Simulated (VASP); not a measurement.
Given:

```
CELL_PARAMETERS angstrom
      2.30520    -3.90660     0.00000
      2.30520     3.90660     0.00000
      0.00000     0.00000     4.62060
ATOMIC_POSITIONS crystal
  Ga 0.15490 0.84510 0.91900
  Ga 0.34510 0.65490 0.41900
  Ga 0.65490 0.34510 0.58100
  Ga 0.84510 0.15490 0.08100
```

Calculation: PBE GGA, VASP's PBE PAW potentials (set 64) (plane waves; VASP). Numerical set-up: PREC = Low, 400 eV cut-off, 7×7×6 Γ-centred mesh, first-order Methfessel-Paxton smearing of 0.10 eV, potentials Ga_d.

**Question.** Give the force on each atom (eV/Å).

**Answer.** 
```tsv
atom	Fx	Fy	Fz
Ga1	0.000	-0.130	0.030
Ga2	0.000	0.130	0.030
Ga3	0.000	-0.130	-0.030
Ga4	0.000	0.130	-0.030
```

**Question.** Give the stress tensor in GPa (positive for a compressed cell).

**Answer.** 
```
-1.95   0.00   0.00
 0.00  -0.72   0.00
 0.00   0.00  -1.19
```
The pressure is its mean diagonal, -1.29 GPa.

The compound is Ga in the alpha structure. The cell was not relaxed at this level. The run is one of a series of settings (PREC = Low against the base run), some of them coarse on purpose.
